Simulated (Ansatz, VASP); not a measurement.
# MoRu15 (random alloy of the hcp Ru-Mo line, x = 0.0625) in two plane-wave programs

One calculation is typed for both programs; each brings its own data sets. How far apart do they land? Of the first pair: The structure shown is the start of the Ansatz relaxation below; VASP solves that cell, so the two are compared at the walk's first step.

Main program and level: Ansatz 0.2.0; plane waves, with VASP 6.6.1 beside it; single point at PBE.

## 1. Set-up

The cell holds 64 atoms: 4 Mo and 60 Ru. Its edges and angles: a = 10.879 Å, b = 10.879 Å, c = 8.600 Å, α = 90.0°, β = 90.0°, γ = 120.0°. It derives from Ru (hcp Ru-Mo), repeated 4×4×2. Hcp Ru-Mo: 64 atoms, 4 of 64 Ru sites given to Mo at random, cell and internal coordinates interpolated linearly between the end members (Vegard's rule); (so at first; earlier steps may have moved the atoms), displaced by a Gaussian of 0.02 A. Lattice constants are starting values near those of PBE.

## 2. Ansatz: relaxation, PBE

Ansatz runs on its default PAW (the set named soft_2) files.

The two programs are compared at the cell with which this relaxation starts, whose forces are those of its first step.

Input file input.yaml:

```yaml
crystal:
  lattice:
    - [10.8789, 0.0, 0.0]
    - [-5.43945, 9.4214, 0.0]
    - [0.0, 0.0, 8.60032]
  atoms:
    - { symbol: Mo, position: [0.00234, 0.9987, 0.99877] }
    - { symbol: Ru, position: [0.08228, 0.1685, 0.24465] }
    - { symbol: Ru, position: [0.0024, 0.99838, 0.50074] }
    - { symbol: Ru, position: [0.08443, 0.16977, 0.74521] }
    - { symbol: Ru, position: [0.999, 0.24918, 0.00264] }
    - { symbol: Ru, position: [0.08113, 0.4163, 0.24796] }
    - { symbol: Ru, position: [0.0007, 0.25124, 0.49744] }
    - { symbol: Ru, position: [0.08639, 0.41858, 0.75117] }
    - { symbol: Ru, position: [0.00093, 0.49855, 0.99971] }
    - { symbol: Ru, position: [0.08133, 0.6661, 0.25123] }
    - { symbol: Ru, position: [0.99831, 0.49916, 0.4984] }
    - { symbol: Ru, position: [0.08107, 0.66524, 0.74997] }
    - { symbol: Ru, position: [0.99819, 0.7505, 0.00386] }
    - { symbol: Ru, position: [0.08449, 0.91626, 0.24794] }
    - { symbol: Ru, position: [0.00042, 0.75359, 0.50012] }
    - { symbol: Ru, position: [0.08236, 0.91707, 0.75488] }
    - { symbol: Ru, position: [0.25088, 0.00131, 0.0007] }
    - { symbol: Ru, position: [0.33147, 0.16424, 0.24919] }
    - { symbol: Ru, position: [0.25024, 0.00125, 0.50195] }
    - { symbol: Ru, position: [0.33535, 0.16727, 0.75206] }
    - { symbol: Ru, position: [0.24994, 0.25266, 0.00119] }
    - { symbol: Mo, position: [0.3333, 0.4177, 0.24982] }
    - { symbol: Mo, position: [0.25369, 0.25323, 0.50508] }
    - { symbol: Ru, position: [0.32923, 0.4136, 0.74883] }
    - { symbol: Ru, position: [0.25122, 0.50186, 0.00073] }
    - { symbol: Ru, position: [0.32929, 0.66602, 0.25193] }
    - { symbol: Ru, position: [0.25123, 0.50162, 0.49948] }
    - { symbol: Ru, position: [0.33316, 0.66706, 0.75095] }
    - { symbol: Ru, position: [0.25049, 0.75025, 0.99844] }
    - { symbol: Ru, position: [0.33416, 0.91693, 0.25263] }
    - { symbol: Mo, position: [0.2524, 0.75039, 0.49913] }
    - { symbol: Ru, position: [0.33261, 0.91757, 0.75018] }
    - { symbol: Ru, position: [0.49941, 9.0e-05, 0.99856] }
    - { symbol: Ru, position: [0.58414, 0.16572, 0.25285] }
    - { symbol: Ru, position: [0.50137, 0.00126, 0.49745] }
    - { symbol: Ru, position: [0.58443, 0.16824, 0.74778] }
    - { symbol: Ru, position: [0.49955, 0.25007, 0.99681] }
    - { symbol: Ru, position: [0.58481, 0.41846, 0.248] }
    - { symbol: Ru, position: [0.49925, 0.24721, 0.49991] }
    - { symbol: Ru, position: [0.58155, 0.41905, 0.75095] }
    - { symbol: Ru, position: [0.49913, 0.49835, 0.00296] }
    - { symbol: Ru, position: [0.58498, 0.66272, 0.25287] }
    - { symbol: Ru, position: [0.50335, 0.50072, 0.49721] }
    - { symbol: Ru, position: [0.58473, 0.66628, 0.7486] }
    - { symbol: Ru, position: [0.49832, 0.75117, 0.00184] }
    - { symbol: Ru, position: [0.58274, 0.91777, 0.24734] }
    - { symbol: Ru, position: [0.50152, 0.7501, 0.49957] }
    - { symbol: Ru, position: [0.58407, 0.91851, 0.75175] }
    - { symbol: Ru, position: [0.75112, 0.00029, 0.00018] }
    - { symbol: Ru, position: [0.83472, 0.16716, 0.25159] }
    - { symbol: Ru, position: [0.74685, 0.99483, 0.50242] }
    - { symbol: Ru, position: [0.83782, 0.1676, 0.74977] }
    - { symbol: Ru, position: [0.74962, 0.24975, 4.0e-05] }
    - { symbol: Ru, position: [0.83072, 0.41557, 0.24768] }
    - { symbol: Ru, position: [0.75014, 0.24937, 0.50115] }
    - { symbol: Ru, position: [0.83406, 0.41876, 0.7505] }
    - { symbol: Ru, position: [0.75201, 0.49597, 0.9985] }
    - { symbol: Ru, position: [0.83767, 0.67203, 0.24942] }
    - { symbol: Ru, position: [0.74984, 0.49952, 0.5031] }
    - { symbol: Ru, position: [0.83353, 0.66811, 0.74926] }
    - { symbol: Ru, position: [0.74799, 0.75067, 0.00117] }
    - { symbol: Ru, position: [0.83559, 0.91643, 0.24856] }
    - { symbol: Ru, position: [0.75129, 0.75051, 0.50065] }
    - { symbol: Ru, position: [0.83443, 0.91913, 0.75086] }
kpoints:
  mp_grid: { grid: [2, 2, 2] }
hamiltonian:
  xc: pbe
scf:
  occupations: { method: fermi_dirac, width: 0.1 }
output:
  forces: true
relax:
  f_tol: 0.04
  max_steps: 150
  cell: {}
```

Launch:

```bash
ansatz run input.yaml --threads 6 --pin off --max-ram 102400MiB --backend cuda --events-out ev --progress --plain --runs-dir out
```

Numbers of over 12 decimals in the logs are rounded to 6 here.

Log:

```text
Engine: ansatz 0.2.0, x86_64-unknown-linux-gnu
Pseudopotentials: kind: paw
Pseudopotential: Mo, paw, valence charge 14, recommended cutoff 420 eV (normal), Mo.paw.azcp
Pseudopotential: Ru, paw, valence charge 16, recommended cutoff 420 eV (normal), Ru.paw.azcp
Functional definition: PBE
  parameter kappa = 0.804
  parameter beta = 0.066725
  exchange = pbe_x(kappa = kappa, mu = beta*pi^2/3)
  correlation = pbe_c(beta = beta)
concurrent solve slots: 4 of 6 are kept, ahead of what memory takes: no pass of the eigensolver takes more rounds on 4
device memory: the entry about to start is reckoned to put 14.7 GiB on a device that reports 73.8 GiB free
GPU FFT provider: cuFFT
GPU libraries: cuBLAS 13.8.2, cuFFT 12.4.0, cuSOLVER 12.3.4
Crystal: 64 atoms, lattice volume = 881.485 Å³
Basis set: ecut = 420 eV, 17237 PW (Γ), exchange–correlation on 150×150×120 points (8 copies of the dense FFT grid, shifted against one another)
Bands: 610, of which v1, the nominal top of the filled ones, is band 508 counted from 1 (507 counted from 0)
Symmetry: 1 space group operations
Space group: P1 (ITA 1), of the structure as read, at distance tolerance 9.6e-5 Å
k-points: 8
Non-local potential: Mo, projectors of the file, l = 0: 3, l = 1: 2, l = 2: 2, l = 3: 1
Non-local potential: Ru, projectors of the file, l = 0: 3, l = 1: 2, l = 2: 2, l = 3: 1
PAW form: soft (Blöchl's): semilocal exchange-correlation on the pseudo side does not see the compensation charge
PAW one-centre angular grid: Mo, 590 points (default); XC on 64 Gauss nodes
PAW one-centre angular grid: Ru, 590 points (default); XC on 64 Gauss nodes
Initial density: superposition of atomic densities (neutral atoms: chi_scale 0, normalization atom), corrected by the library's trained network
Initial wavefunctions: pseudopotential atomic-orbital guess
GPU buffer pool allocated for 337500 grid points (all kernels)
GPU transforms: local potential and band sums: pruned to the plane-wave sphere, on 75×75×60
Functional: x = pbe(κ = 0.804, μ = 0.219515), c = pbe(β = 0.066725)
SCF iter   1: F=—  HF=-372546.535070 eV  |F-HF|=—  |Δ(HF+E_count)|=         —  Δρ=8.81e-3  dr2=7.16e-1  ethr=1.77e-3  ⟨swp⟩=5.0  Hψ=14835  notcnv=0
preconditioner: auto → Kerker (q_TF=auto, 2.794 Å⁻¹)  [metal: Δε(μ)=0.016 eV  Ē_g=4.728 eV  σ=0.100 eV  W_gap=0.04  n_scr=306 (ndim 8)  ℏωp=28.1 eV  f_vac=0.000  D(μ)=52.19/eV (n_scr^D=548)]
SCF iter   2: F=—  HF=-372546.585847 eV  |F-HF|=—  |Δ(HF+E_count)|=   5.08e-2  Δρ=4.86e-3  dr2=2.26e-1  ethr=7.04e-5  ⟨swp⟩=1.0  Hψ=5616  notcnv=0  defer=9
SCF iter   3: F=—  HF=-372546.605733 eV  |F-HF|=—  |Δ(HF+E_count)|=   1.99e-2  Δρ=5.14e-4  dr2=3.72e-3  ethr=2.22e-5  ⟨swp⟩=1.0  Hψ=4834  notcnv=0  defer=9
SCF iter   4: F=—  HF=-372546.607725 eV  |F-HF|=—  |Δ(HF+E_count)|=   1.99e-3  Δρ=1.15e-4  dr2=4.02e-4  ethr=3.66e-7  ⟨swp⟩=2.4  Hψ=8277  notcnv=0  defer=9
SCF iter   5: F=—  HF=-372546.603490 eV  |F-HF|=—  |Δ(HF+E_count)|=   4.24e-3  Δρ=4.43e-5  dr2=4.67e-5  ethr=3.96e-8  ⟨swp⟩=2.5  Hψ=6890  notcnv=0  defer=9
SCF iter   6: F=—  HF=-372546.605795 eV  |F-HF|=—  |Δ(HF+E_count)|=   2.30e-3  Δρ=1.17e-5  dr2=4.31e-6  ethr=4.59e-9  ⟨swp⟩=2.2  Hψ=7970  notcnv=0  defer=9
SCF iter   7: F=—  HF=-372546.605795 eV  |F-HF|=—  |Δ(HF+E_count)|=   2.55e-8  Δρ=4.24e-6  dr2=2.39e-7  ethr=4.25e-10  ⟨swp⟩=2.2  Hψ=8921  notcnv=0  defer=9
SCF iter   8: F=-372546.605795 eV  HF=-372546.605795 eV  |F-HF|=4.71e-9  |Δ(HF+E_count)|=   3.67e-9  Δρ=6.79e-7  dr2=7.15e-9  ethr=9.84e-12  ⟨swp⟩=3.0  Hψ=13090  notcnv=0
SCF 1 converged in 8 iterations: F = -372546.605795 eV  dr2 = 7.15e-9
  greatest PAW one-centre occupation: 0.998 electrons in one spin orbital (limit 2), on the Mo atom at site 21 (counted from 0), in its partial waves of l = 0
relax step   1: F+E_penalty+E_count = -372546.60579455 eV  Δ(F+E_penalty+E_count) = +0.000e0 eV  max|allowed force component| = 9.738e-1 eV/Å  Δτ_max = 0.0000 Å  P = +3.010 GPa  Ω = 881.485 Å³  (8 SCF iters, dr2 threshold 1.00e-7 eV, accepted)
concurrent solve slots: 4 of 6 are kept, ahead of what memory takes: no pass of the eigensolver takes more rounds on 4
device memory: the entry about to start is reckoned to put 13.5 GiB (of the 14.7 GiB reckoned in all, the device holds 1.3 GiB already) on a device that reports 72.5 GiB free
GPU FFT provider: cuFFT
GPU libraries: cuBLAS 13.8.2, cuFFT 12.4.0, cuSOLVER 12.3.4
Crystal: 64 atoms, lattice volume = 898.804 Å³
Basis set: ecut = 420 eV, 17621 PW (Γ), exchange–correlation on 150×150×120 points (8 copies of the dense FFT grid, shifted against one another)
Initial density: handed on by an earlier stage of this run
Initial wavefunctions: those handed on with the density
GPU buffer pool allocated for 337500 grid points (all kernels)
GPU transforms: local potential and band sums: pruned to the plane-wave sphere, on 75×75×60
[...]
--- Relaxed structure (4 steps of the walk, 4 accepted, 1 SCFs on fresh bases) ---
  F+E_penalty+E_count = -372547.21038001 eV   max|allowed force component| = 1.104e-2 eV/Å   (the final SCF, on the basis selected at the relaxed cell)
  cell:  # Å, volume = 889.2395 Å³
    - [10.924032, -0.00165957, -0.000166086]
    - [-5.463453, 9.460301, -0.000818875]
    - [-0.000131299, -0.000823315, 8.605358]
  atoms:
    - { symbol: Mo, position: [3.2831602304273653e-5, 0.999333, 0.999871] }
    - { symbol: Ru, position: [0.082073, 0.166634, 0.250561] }
    - { symbol: Ru, position: [-0.000709335, 0.998318, 0.499943] }
    - { symbol: Ru, position: [0.082240, 0.166931, 0.750387] }
    - { symbol: Ru, position: [1.000104, 0.252803, 0.000263362] }
    - { symbol: Ru, position: [0.082234, 0.416493, 0.250545] }
    - { symbol: Ru, position: [-0.00149019, 0.251119, 0.500051] }
    - { symbol: Ru, position: [0.082842, 0.416234, 0.749853] }
    - { symbol: Ru, position: [0.000661969, 0.499300, 0.999885] }
    - { symbol: Ru, position: [0.082895, 0.666505, 0.249236] }
    - { symbol: Ru, position: [0.999691, 0.498537, 0.500098] }
    - { symbol: Ru, position: [0.082643, 0.666575, 0.750723] }
    - { symbol: Ru, position: [0.999754, 0.749867, 0.000202199] }
    - { symbol: Ru, position: [0.084475, 0.916818, 0.250563] }
    - { symbol: Ru, position: [-0.00147184, 0.750359, 0.499759] }
    - { symbol: Ru, position: [0.084094, 0.916030, 0.749500] }
    - { symbol: Ru, position: [0.250674, 0.000417504, -0.000107654] }
    - { symbol: Ru, position: [0.334294, 0.165796, 0.249261] }
    - { symbol: Ru, position: [0.249914, 0.000229593, 0.499881] }
    - { symbol: Ru, position: [0.334826, 0.166121, 0.750481] }
    - { symbol: Ru, position: [0.251400, 0.250213, -0.000956621] }
    - { symbol: Mo, position: [0.334617, 0.419037, 0.245949] }
    - { symbol: Mo, position: [0.250530, 0.248742, 0.504266] }
    - { symbol: Ru, position: [0.334119, 0.418216, 0.750486] }
    - { symbol: Ru, position: [0.248046, 0.499756, -0.000299322] }
    - { symbol: Ru, position: [0.334610, 0.668441, 0.248829] }
    - { symbol: Ru, position: [0.248355, 0.499359, 0.501029] }
[...]
- { symbol: Mo, position: [0.250956, 0.750448, 0.500064] }
[...]
- { symbol: Ru, position: [0.750140, 0.500633, 1.000100] }
    - { symbol: Ru, position: [0.833659, 0.667283, 0.250164] }
    - { symbol: Ru, position: [0.750077, 0.500165, 0.500121] }
    - { symbol: Ru, position: [0.834114, 0.667384, 0.749931] }
    - { symbol: Ru, position: [0.749300, 0.748894, 5.134264709275926e-5] }
    - { symbol: Ru, position: [0.832928, 0.916445, 0.250794] }
    - { symbol: Ru, position: [0.749918, 0.749468, 0.500052] }
    - { symbol: Ru, position: [0.832618, 0.916427, 0.749527] }
```

The column dr2 measures how far the density is from self-consistency, as an energy; F and HF (Harris–Foulkes) agree once it is small.

## 3. VASP: single point, PBE, start cell, pair 1

The same cell, functional, mesh and smearing now go to VASP, with its own data sets.

Lines of VASP's logs that name or quote its potential files are left out, and so is its time.

Input file INCAR:

```
SYSTEM = MoRu15
PREC = Accurate
ENCUT = 400
EDIFF = 1E-06
NELM = 120
ISMEAR = -1
SIGMA = 0.1
LREAL = Auto
ALGO = Normal
GGA = PE
NBANDS = 520
LASPH = .TRUE.
LORBIT = 11
LWAVE = .FALSE.
LCHARG = .FALSE.
ISIF = 2
GGA_COMPAT = .FALSE.
KPAR = 8
```

Input file POSCAR:

```
MoRu15
1.0
   10.8789000000      0.0000000000      0.0000000000
   -5.4394500000      9.4214000000      0.0000000000
    0.0000000000      0.0000000000      8.6003200000
Mo Ru
4 60
Direct
    0.0023445683      0.9987050757      0.9987651622
    0.3333009240      0.4176980067      0.2498162859
    0.2536876727      0.2532320037      0.5050742298
    0.2523963663      0.7503874159      0.4991325904
    0.0822825762      0.1684993738      0.2446536873
    0.0024006597      0.9983760375      0.5007371819
    0.0844269296      0.1697730698      0.7452048296
    0.9989969605      0.2491774046      0.0026394367
    0.0811319523      0.4162969410      0.2479558900
    0.0006975552      0.2512365466      0.4974349792
    0.0863910351      0.4185789798      0.7511697239
    0.0009298089      0.4985458637      0.9997069876
    0.0813336640      0.6661005795      0.2512348378
    0.9983145291      0.4991614834      0.4984000595
    0.0810692495      0.6652408347      0.7499720941
    0.9981919050      0.7505041714      0.0038603215
    0.0844918320      0.9162650986      0.2479442625
    0.0004256694      0.7535928843      0.5001209257
    0.0823581478      0.9170717728      0.7548788882
    0.2508802738      0.0013055385      0.0006976485
    0.3314758076      0.1642431061      0.2491884023
    0.2502378674      0.0012524678      0.5019464392
    0.3353506929      0.1672681342      0.7520650394
    0.2499356672      0.2526588405      0.0011860024
    0.3292301329      0.4136009510      0.7488326016
    0.2512228841      0.5018574734      0.0007325309
    0.3292850304      0.6660156665      0.2519324862
    0.2512348181      0.5016239625      0.4994814146
    0.3331602416      0.6670558516      0.7509488019
    0.2504889533      0.7502494321      0.9984395929
    0.3341620475      0.9169337890      0.2526301347
    0.3326144741      0.9175706371      0.7501813886
    0.4994036052      0.0000849131      0.9985558677
    0.5841415341      0.1657184707      0.2528510567
    0.5013715055      0.0012630819      0.4974466066
    0.5844302528      0.1682446346      0.7477745014
    0.4995484633      0.2500689919      0.9968117465
    0.5848113638      0.4184622243      0.2480023999
    0.4992514914      0.2472137899      0.4999116312
    0.5815459076      0.4190460017      0.7509488019
    0.4991291461      0.4983548093      0.0029650060
    0.5849820342      0.6627252850      0.2528743117
    0.5033552090      0.5007217611      0.4972140572
    0.5847284462      0.6662810198      0.7486000521
    0.4983194278      0.7511728618      0.0018371409
    0.5827405866      0.9177723056      0.2473396339
    0.5015246011      0.7501008343      0.4995744344
    0.5840680603      0.9185152950      0.7517510976
    0.7511199520      0.0002865816      0.0001744121
    0.8347231156      0.1671619929      0.2515952895
    0.7468524419      0.9948309168      0.5024231656
    0.8378178345      0.1675971724      0.7497744270
    0.7496167560      0.2497505679      0.0000348824
    0.8307182171      0.4155751799      0.2476768306
    0.7501426858      0.2493684590      0.5011557709
    0.8340568373      0.4187594200      0.7504953304
    0.7520048609      0.4959666292      0.9984977303
    0.8376761153      0.6720338803      0.2494209518
    0.7498393149      0.4995223640      0.5030975592
    0.8335247793      0.6681066508      0.7492628181
    0.7479941608      0.7506739975      0.0011743749
    0.8355901747      0.9164349247      0.2485605187
    0.7512880576      0.7505147855      0.5006557896
    0.8344287248      0.9191309147      0.7508557821
```

Input file KPOINTS:

```
Automatic mesh
0
Gamma
2 2 2
0 0 0
```

The projector-augmented-wave data sets are Mo_sv and Ru_pv (PBE family, release 64).

Launch:

```bash
mpirun -np 8 vasp_std
```

Log:

```text
[banner, memory and clock lines left out]
running    8 mpi-ranks, on    1 nodes
[...]
|                                                                             |
|           W    W    AA    RRRRR   N    N  II  N    N   GGGG   !!!           |
|           W    W   A  A   R    R  NN   N  II  NN   N  G    G  !!!           |
|           W    W  A    A  R    R  N N  N  II  N N  N  G       !!!           |
|           W WW W  AAAAAA  RRRRR   N  N N  II  N  N N  G  GGG   !            |
|           WW  WW  A    A  R   R   N   NN  II  N   NN  G    G                |
|           W    W  A    A  R    R  N    N  II  N    N   GGGG   !!!           |
|                                                                             |
|     For optimal performance we recommend to set                             |
|       NCORE = 2 up to number-of-cores-per-socket                            |
|     NCORE specifies how many cores store one orbital (NPAR=cpu/NCORE).      |
|     This setting can greatly improve the performance of VASP for DFT.       |
|     The default, NCORE=1 might be grossly inefficient on modern             |
|     multi-core architectures or massively parallel machines. Do your        |
|     Unfortunately you need to use the default for GW and RPA                |
|     calculations (for HF NCORE is supported but not extensively tested      |
|     yet).                                                                   |
|                                                                             |

 LDA part: xc-table for (Slater+PW92), standard interpolation
 POSCAR, INCAR and KPOINTS ok, starting setup
[...]
entering main loop
       N       E                     dE             d eps       ncg     rms          rms(c)
DAV:   1     0.109213876335E+05    0.10921E+05   -0.46240E+05  8616   0.159E+03
DAV:   2    -0.417778952698E+02   -0.10963E+05   -0.10677E+05  8496   0.555E+02
DAV:   3    -0.607385274163E+03   -0.56561E+03   -0.52783E+03 10800   0.116E+02
DAV:   4    -0.641290504048E+03   -0.33905E+02   -0.32812E+02 10344   0.210E+01
[...]
DAV:  22    -0.598951656442E+03    0.80479E-05   -0.15957E-05  9416   0.129E-02    0.795E-03
DAV:  23    -0.598951655074E+03    0.13683E-05   -0.51253E-06  8336   0.561E-03    0.419E-03
DAV:  24    -0.598951654333E+03    0.74047E-06   -0.92381E-07  5016   0.367E-03
   1 F= -.59895165E+03 E0= -.59808058E+03  d E =-.174215E+01
```

Parts of OUTCAR (step 3):

```text
  Total       13.4629731     12.8842191      6.5773104     -1.1372363     -0.1277824      0.0101911
  in kB       24.4701438     23.4182074     11.9548431     -2.0670276     -0.2322557      0.0185232
  external PRESSURE =      19.9477314 kB  Pullay stress =       0.0000000 kB

 POSITION                                       TOTAL-FORCE (eV/Angst)
 -----------------------------------------------------------------------------------
     -5.40690      9.40920      8.58970        -0.470068      0.151970      0.077173
      1.35390      3.93530      2.14850         0.021963      0.125209     -0.370414
      1.38240      2.38580      4.34380        -0.028929     -0.601960     -0.229722
     -1.33590      7.06970      4.29270        -0.338437      0.064101      0.225712
     -0.02140      1.58750      2.10410         0.169966     -0.403258      0.727639
     -5.40450      9.40610      4.30650        -0.457832      0.125456     -0.179233
     -0.00500      1.59950      6.40900        -0.056500     -0.356521      0.456526
      9.51260      2.34760      0.02270        -0.174352      0.495883     -0.435648
     -1.38180      3.92210      2.13250         0.123885      0.101889      0.305063
     -1.35900      2.36700      4.27810        -0.244786      0.081017      0.194581
     -1.33700      3.94360      6.46030        -0.460851     -0.252400     -0.175821
     -2.70170      4.69700      8.59780        -0.165774      0.047186     -0.021229
     -2.73840      6.27560      2.16070         0.141795      0.081009     -0.241972
      8.14540      4.70280      4.28640         0.200352     -0.213708      0.143211
[...]
-----------------------------------------------------------------------------------
    total drift:                                0.003955     -0.002728     -0.005939

  FREE ENERGIE OF THE ION-ELECTRON SYSTEM (eV)
  ---------------------------------------------------
  free  energy   TOTEN  =      -598.9516543332 eV

  energy  without entropy=     -597.2095010472  energy(sigma->0) =     -598.08057769

[... 1 further part left out ...]
```

The run ends at a pressure of 1.99 GPa, with forces up to 1.1 eV/Å.

(Continued in part 2 of 2.)

[Lines on the potential files, build, host, timing and source positions are cut from VASP's logs without a mark.]

[Logs are printed without paths, hosts, clocks, repeated set-up lines and the standing remarks that a program may print on its own settings, such as how far it seeks lower states.]

[Hosts, paths, dates, database ids (printed as entryN), source tags and the programs' standing remarks are cut or masked in the printed files.]
